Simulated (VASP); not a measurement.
# RPA total energies of BP, part 6 of 6

How do semilocal functionals compare with the RPA for BP, and at what cost? The scan starts from a database cell scaled to its smallest volume. The cell is of the zinc-blende type. The start is a cell from a database of measured crystal structures.

VASP 6.6.1, plane waves and PAW; the level of theory is named at each step.

So far. Step 30 (Orbitals, volume ratio 1.06): The run ends at a pressure of -7.44 GPa. Step 31 (Exact exchange, volume ratio 1.06): The Hartree-Fock energy on these orbitals is -10.4529 eV an atom.

### 32. Empty bands, volume ratio 1.06

This step: PBE; plane waves and PAW (P_GW, B_GW) (VASP 6.6.1).

The empty bands are made again, for the run that follows.

Input file INCAR:

```
SYSTEM = BP
PREC = Accurate
ENCUT = 440
ISMEAR = 0
SIGMA = 0.05
LREAL = .FALSE.
GGA = PE
NBANDS = 528
ALGO = Exact
NELM = 1
LWAVE = .TRUE.
LCHARG = .FALSE.
LOPTICS = .TRUE.
NEDOS = 1000
CSHIFT = 0.1
```

Input file POSCAR:

```
BP
1.0
    0.0000000000      2.3135014941      2.3135014941
    2.3135014941      0.0000000000      2.3135014941
    2.3135014941      2.3135014941      0.0000000000
P B
1 1
Direct
    0.7500000000      0.7500000000      0.7500000000
    0.0000000000      0.0000000000      0.0000000000
```

Input file KPOINTS:

```
Automatic mesh
0
Gamma
6 6 6
0 0 0
```

PAW data sets: P_GW and B_GW (PBE family, release 64).

On the command line:

```bash
mpirun -np 8 vasp_std
```

The program printed:

```text
[... set-up lines as in an earlier step ...]
 entering main loop
       N       E                     dE             d eps       ncg     rms          rms(c)
DIA:   1    -0.128715E+02   -0.12871E+02    0.00000E+00     0   0.000E+00
   1 F= -.12871465E+02 E0= -.12871465E+02  d E =-.419699E-11
 writing wavefunctions
 optical routines
 imaginary and real dielectric function
 recalculating local potential from charge density
 direction            1
 direction            2
 direction            3
```

It took 2.8 s on 8 MPI ranks of Intel Xeon 6975P-C (Granite Rapids), shared host; peak memory 0.98 GiB; 15 s of CPU time.

OUTCAR, selected parts (step 32):

```text
  Total       -1.1495290     -1.1495290     -1.1495290     -0.0000000      0.0000000      0.0000000
  in kB      -74.3688656    -74.3688656    -74.3688656     -0.0000000      0.0000000      0.0000000
  external PRESSURE =     -74.3688656 kB  Pullay stress =       0.0000000 kB

 POSITION                                       TOTAL-FORCE (eV/Angst)
 -----------------------------------------------------------------------------------
      3.47025      3.47025      3.47025         0.000000     -0.000000      0.000000
      0.00000      0.00000      0.00000        -0.000000      0.000000     -0.000000
 -----------------------------------------------------------------------------------
    total drift:                               -0.000000     -0.000000     -0.000000

  FREE ENERGIE OF THE ION-ELECTRON SYSTEM (eV)
  ---------------------------------------------------
  free  energy   TOTEN  =       -12.8714649556 eV

  energy  without entropy=      -12.8714649556  energy(sigma->0) =      -12.87146496

[... 2 parts as in an earlier step ...]

[... 1 further part left out ...]
[key lines of the parts left out:]
E-fermi :   6.6926
```

### 33. RPA correlation, volume ratio 1.06

This step: RPA correlation on PBE orbitals; plane waves and PAW (P_GW, B_GW) (VASP 6.6.1).

RPA correlation at this point.

Input file INCAR:

```
SYSTEM = BP
PREC = Accurate
ENCUT = 440
ISMEAR = 0
SIGMA = 0.05
LREAL = .FALSE.
GGA = PE
NBANDS = 528
ALGO = ACFDT
ENCUTGW = 200
NOMEGA = 12
PRECFOCK = Fast
LWAVE = .FALSE.
LCHARG = .FALSE.
```

POSCAR is that of step 32.

KPOINTS is that of step 32.

On the command line:

```bash
mpirun -np 8 vasp_std
```

The program printed:

```text
[banner, memory and clock lines left out]
running    8 mpi-ranks, on    1 nodes
[...]
[... a notice as in an earlier step ...]

 LDA part: xc-table for (Slater+PW92), standard interpolation
 found WAVECAR, reading the header
 POSCAR, INCAR and KPOINTS ok, starting setup
[...]
reading WAVECAR
 the WAVECAR file was read successfully
 initial charge from wavefunction
 available memory per node:     37.25 GB, setting MAXMEM to     38146

 The Fermi energy was updated, please check that it is located mid-gap
 values below the HOMO (VB) or above the LUMO (CB) will cause erroneous energies
 E-fermi :   7.1981

 the WAVEDER file was read successfully
 set NWRITE>2 for more details about minimax calculation
 number of imaginary grid points requested:      12
 number of distinct grids requested:  1
 quadrature errors minimized for energies in [ 0.144E+01, 0.443E+03 ]
 bosonic grid (T=0, re) determined with error: 0.7240E-07
 bosonic grid (re): 0.7240E-07
[...]
NQ=  10    0.3333    0.3333    0.0000,
|.........|.........|.........|.........
 performed      53740000 updates of chi_q(r,r)
 total number of BLAS operations      10795.84 Gflops
NQ=  11    0.5000    0.3333    0.0000,
|.........|.........|.........|.........
 performed      59114000 updates of chi_q(r,r)
 total number of BLAS operations      11924.25 Gflops
NQ=  12   -0.3333    0.3333    0.0000,
|.........|.........|.........|.........
 performed      64488000 updates of chi_q(r,r)
 total number of BLAS operations      13080.71 Gflops
NQ=  13    0.5000    0.5000    0.0000,
|.........|.........|.........|.........
 performed      69862000 updates of chi_q(r,r)
 total number of BLAS operations      14048.15 Gflops
NQ=  14    0.5000    0.3333    0.1667,
|.........|.........|.........|.........
 performed      75236000 updates of chi_q(r,r)
 total number of BLAS operations      15094.53 Gflops
NQ=  15   -0.3333    0.3333    0.1667,
|.........|.........|.........|.........
 performed      80610000 updates of chi_q(r,r)
 total number of BLAS operations      16222.95 Gflops
NQ=  16   -0.3333    0.5000    0.1667,
|.........|.........|.........|.........
 performed      85984000 updates of chi_q(r,r)
 total number of BLAS operations      17351.37 Gflops
 entering main loop
```

The job ended after 64 s (8 MPI ranks; peak memory 2.3 GiB; 7.3 min of CPU time).

OUTCAR, selected parts (step 33):

```text
      cutoff energy     smooth cutoff   RPA   correlation   Hartree contr. to MP2
---------------------------------------------------------------------------------
            200.000           160.000      -12.4350372442      -20.2865891803
            190.476           152.381      -12.3883220290      -20.2368085669
            181.406           145.125      -12.3381056644      -20.1829785225
            172.768           138.214      -12.2842128250      -20.1248073948
            164.541           131.632      -12.2262246638      -20.0617132902
            156.705           125.364      -12.1641973648      -19.9936602527
            149.243           119.394      -12.0971534329      -19.9194922339
            142.136           113.709      -12.0259497769      -19.8401284871
  linear regression

[... 3 parts as in an earlier step ...]

[... 1 further part left out ...]
[key lines of the parts left out:]
E-fermi :   7.1981
```

The correlation energy is -6.5232 eV an atom, +6 meV against the point before. With exact exchange the total is -16.9760 eV an atom.

### 34. Comparison: r2SCAN, volume ratio 1.06

This step: r2SCAN; plane waves and PAW (P_GW, B_GW) (VASP 6.6.1).

The comparison at this point.

Input file INCAR:

```
SYSTEM = BP
PREC = Accurate
ENCUT = 440
EDIFF = 1E-06
NELM = 100
ISMEAR = 0
SIGMA = 0.05
LREAL = .FALSE.
ALGO = Normal
METAGGA = R2SCAN
LASPH = .TRUE.
NBANDS = 10
LWAVE = .FALSE.
LCHARG = .FALSE.
KPAR = 8
```

POSCAR is that of step 33.

KPOINTS is that of step 33.

On the command line:

```bash
mpirun -np 8 vasp_std
```

The program printed:

```text
[... set-up lines as in an earlier step ...]
 entering main loop
       N       E                     dE             d eps       ncg     rms          rms(c)
DAV:   1     0.462102E+01    0.46210E+01   -0.38493E+03   320   0.718E+02
DAV:   2    -0.188187E+02   -0.23440E+02   -0.22107E+02   560   0.151E+02
DAV:   3    -0.193932E+02   -0.57450E+00   -0.57213E+00   430   0.187E+01
DAV:   4    -0.193996E+02   -0.64330E-02   -0.64303E-02   466   0.232E+00
[...]
DAV:   9    -0.172246E+02   -0.78436E-04   -0.43655E-04   404   0.185E-01    0.490E-02
DAV:  10    -0.172246E+02   -0.83788E-04   -0.87026E-05   402   0.101E-01    0.649E-03
DAV:  11    -0.172246E+02    0.88850E-07   -0.52836E-06   486   0.170E-02
   1 F= -.17224637E+02 E0= -.17224637E+02  d E =-.321368E-13
```

Wall time 6.4 s (8 MPI ranks); peak memory 0.99 GiB.

From OUTCAR (step 34):

```text
  Total       -1.4139602     -1.4139602     -1.4139602     -0.0000000      0.0000000     -0.0000000
  in kB      -91.4762658    -91.4762658    -91.4762658     -0.0000000      0.0000000     -0.0000000
  external PRESSURE =     -91.4762658 kB  Pullay stress =       0.0000000 kB

 POSITION                                       TOTAL-FORCE (eV/Angst)
 -----------------------------------------------------------------------------------
      3.47025      3.47025      3.47025         0.000000      0.000000     -0.000000
      0.00000      0.00000      0.00000        -0.000000     -0.000000      0.000000
 -----------------------------------------------------------------------------------
    total drift:                                0.000000      0.000000      0.000000

  FREE ENERGIE OF THE ION-ELECTRON SYSTEM (eV)
  ---------------------------------------------------
  free  energy   TOTEN  =       -17.2246369502 eV

  energy  without entropy=      -17.2246369502  energy(sigma->0) =      -17.22463695

[... 2 parts as in an earlier step ...]

[... 1 further part left out ...]
[key lines of the parts left out:]
E-fermi :   6.6731
```

Its energy is -8.6123 eV an atom, on a zero of its own.

### 35. Orbitals for comparison: HSE06, volume ratio 1.06

This step: PBE; plane waves and PAW (P_GW, B_GW) (VASP 6.6.1).

Starting orbitals, as before.

Input file INCAR:

```
SYSTEM = BP
PREC = Accurate
ENCUT = 440
EDIFF = 1E-05
NELM = 100
ISMEAR = 0
SIGMA = 0.05
LREAL = .FALSE.
ALGO = Normal
GGA = PE
NBANDS = 10
LORBIT = 11
LWAVE = .TRUE.
LCHARG = .FALSE.
KPAR = 8
```

POSCAR is that of step 34.

KPOINTS is that of step 34.

On the command line:

```bash
mpirun -np 8 vasp_std
```

The program printed:

```text
[... set-up lines as in an earlier step ...]
 entering main loop
       N       E                     dE             d eps       ncg     rms          rms(c)
[... 10 cycles as in an earlier step ...]
DAV:  11    -0.128715E+02   -0.11963E-05   -0.20833E-05   438   0.302E-02
   1 F= -.12871464E+02 E0= -.12871464E+02  d E =-.607543E-15
 writing wavefunctions
```

Run time: 2 s. Hardware: 8 MPI ranks; peak memory 1 GiB.

Parts of OUTCAR (step 35):

```text
  Total       -1.1455646     -1.1455646     -1.1455646      0.0000000      0.0000000     -0.0000000
  in kB      -74.1123872    -74.1123872    -74.1123872      0.0000000      0.0000000     -0.0000000
  external PRESSURE =     -74.1123872 kB  Pullay stress =       0.0000000 kB

 POSITION                                       TOTAL-FORCE (eV/Angst)
 -----------------------------------------------------------------------------------
      3.47025      3.47025      3.47025        -0.000000     -0.000000     -0.000000
      0.00000      0.00000      0.00000         0.000000      0.000000      0.000000
 -----------------------------------------------------------------------------------
    total drift:                               -0.000000     -0.000000     -0.000000

  FREE ENERGIE OF THE ION-ELECTRON SYSTEM (eV)
  ---------------------------------------------------
  free  energy   TOTEN  =       -12.8714639610 eV

  energy  without entropy=      -12.8714639610  energy(sigma->0) =      -12.87146396

[... 2 parts as in an earlier step ...]

[... 1 further part left out ...]
[key lines of the parts left out:]
E-fermi :   6.7384
```

The run ends at a pressure of -7.41 GPa.

### 36. Comparison: HSE06, volume ratio 1.06

This step: HSE06; plane waves and PAW (P_GW, B_GW) (VASP 6.6.1).

The comparison at this point.

Input file INCAR:

```
SYSTEM = BP
PREC = Accurate
ENCUT = 440
EDIFF = 1E-06
NELM = 100
ISMEAR = 0
SIGMA = 0.05
LREAL = .FALSE.
ALGO = Normal
LHFCALC = .TRUE.
AEXX = 0.25
GGA = PE
HFSCREEN = 0.2
LASPH = .TRUE.
NBANDS = 10
PRECFOCK = Fast
LWAVE = .FALSE.
LCHARG = .FALSE.
KPAR = 8
```

POSCAR is that of step 35.

KPOINTS is that of step 35.

The run starts from files that an earlier step left in the folder.

On the command line:

```bash
mpirun -np 8 vasp_std
```

The program printed:

```text
[... set-up lines as in an earlier step ...]
 entering main loop
       N       E                     dE             d eps       ncg     rms          rms(c)
DAV:   1    -0.147762E+02   -0.14776E+02   -0.27274E-01   450   0.453E+00    0.240E-01
DAV:   2    -0.147777E+02   -0.15058E-02   -0.50838E-03   400   0.542E-01    0.166E-01
DAV:   3    -0.147773E+02    0.39150E-03   -0.42243E-04   482   0.183E-01    0.998E-02
DAV:   4    -0.147771E+02    0.13970E-03   -0.65588E-05   498   0.746E-02    0.592E-02
DAV:   5    -0.147771E+02    0.47872E-04   -0.17339E-05   462   0.366E-02    0.349E-02
DAV:   6    -0.147771E+02    0.16045E-04   -0.64058E-06   466   0.203E-02    0.205E-02
DAV:   7    -0.147771E+02    0.51573E-05   -0.17012E-06   240   0.118E-02    0.122E-02
DAV:   8    -0.147771E+02    0.16202E-05   -0.96914E-07   224   0.872E-03    0.708E-03
DAV:   9    -0.147771E+02    0.56367E-06   -0.36367E-07   194   0.700E-03
   1 F= -.14777056E+02 E0= -.14777056E+02  d E =-.354693E-16
```

The job ended after 24 s (8 MPI ranks; peak memory 1.8 GiB; 2.6 min of CPU time).

Parts of OUTCAR (step 36):

```text
 POSITION                                       TOTAL-FORCE (eV/Angst)
 -----------------------------------------------------------------------------------
      3.47025      3.47025      3.47025         0.000000      0.000000      0.000000
      0.00000      0.00000      0.00000        -0.000000     -0.000000     -0.000000
 -----------------------------------------------------------------------------------
    total drift:                                0.000000     -0.000000     -0.000001

  FREE ENERGIE OF THE ION-ELECTRON SYSTEM (eV)
  ---------------------------------------------------
  free  energy   TOTEN  =       -14.7770556004 eV

  energy  without entropy=      -14.7770556004  energy(sigma->0) =      -14.77705560

[... 2 parts as in an earlier step ...]

[... 1 further part left out ...]
[key lines of the parts left out:]
E-fermi :   6.3159
```

Its energy is -7.3885 eV an atom, on a zero of its own.

### 37. Summary

This step: exact exchange and RPA correlation on PBE orbitals, beside r2SCAN, beside HSE06; plane waves and PAW (VASP 6.6.1).

Derived from the runs above.

This step gave:

* equilibrium volume, EXX+RPA: 11.68 Å³/atom
* bulk modulus: 171.0 GPa

Table of energy above the lowest point by volume; values in meV/atom:

| volume (Å³/atom) | PBE | EXX | EXX+RPA | r2SCAN | HSE06 |
| --- | --- | --- | --- | --- | --- |
| 10.981 | 29.9 | 45.7 | 24.4 | 22.9 | 16.9 |
| 11.331 | 8.60 | 16.6 | 5.63 | 5.06 | 2.06 |
| 11.682 | 0 | 1.96 | 0 | 0 | 0 |
| 12.032 | 2.34 | 0 | 5.47 | 5.95 | 8.97 |
| 12.383 | 14.2 | 9.15 | 20.7 | 21.5 | 27.5 |

Cost is wall time times ranks on a shared host; the RPA row holds all its steps. Fits of the equation of state:

| level | V0 (Å³/atom) | B0 (GPa) | fit error (meV/atom) | minimum inside the series | cost a point (core minutes) |
| --- | --- | --- | --- | --- | --- |
| PBE | 11.78 | 161.7 | 0.004585 | yes | 0.19 |
| EXX | 11.91 | 180 | 0.007534 | yes | 1.52 |
| EXX+RPA | 11.68 | 171 | 0.02146 | yes | 8.84 |
| r2SCAN | 11.66 | 169.1 | 0.005485 | yes | 0.55 |
| HSE06 | 11.57 | 174.8 | 0.005729 | yes | 1.88 |

### 38. What came out

| Quantity | Value |
| --- | --- |
| PBE | V0 11.78 Å³/atom, B0 162 GPa |
| EXX | V0 11.91 Å³/atom, B0 180 GPa |
| EXX+RPA | V0 11.68 Å³/atom, B0 171 GPa |
| r2SCAN | V0 11.66 Å³/atom, B0 169 GPa |
| HSE06 | V0 11.57 Å³/atom, B0 175 GPa |

What this shows: Exact exchange with RPA correlation puts the minimum at 11.68 Å³ an atom, with a bulk modulus of 171 GPa. PBE puts the volume 0.86 % above EXX+RPA, at roughly 1/47 of its cost. r2SCAN puts the volume 0.14 % below EXX+RPA, at roughly 1/16 of its cost. HSE06 puts the volume 0.93 % below EXX+RPA, at roughly 1/5 of its cost. Correlation shrinks the exact-exchange volume by 2.0 %. Neither mesh nor response cutoff was varied, so differences in volume under about 1 % aren't resolved. Exact exchange and correlation are taken on one coarse mesh and aren't self-consistent; the correlation energy is extrapolated in the response cutoff by the program, which at the first volume adds -329 meV an atom to the value at the highest cutoff and varies with the volume; a small fit error says nothing about that part. NBANDS follows the largest plane-wave count of any k point, which rises in steps with the volume. The cheaper functionals share the mesh. Not tabulated here, as repeats of values shown or as unfit to read for their mesh, reference level or band range: eps2 curves (empty bands); eps1 curves and static values (empty bands); gaps (empty bands).

[Long decimals in the printed logs are rounded to 6 places.]

[Lines on the potential files, build, host, timing and source positions are cut from VASP's logs without a mark.]

[Logs are printed without paths, hosts, clocks, repeated set-up lines and the standing remarks that a program may print on its own settings, such as how far it seeks lower states.]

[Hosts, paths, dates, database ids (printed as entryN), source tags and the programs' standing remarks are cut or masked in the printed files.]

[Measured values are set beside computed ones only where the two were judged alike; some that the calculation misses by far are left out.]

[Pressures printed for these runs are not shown converged in the cutoff: they can be off by several GPa and have the wrong sign.]
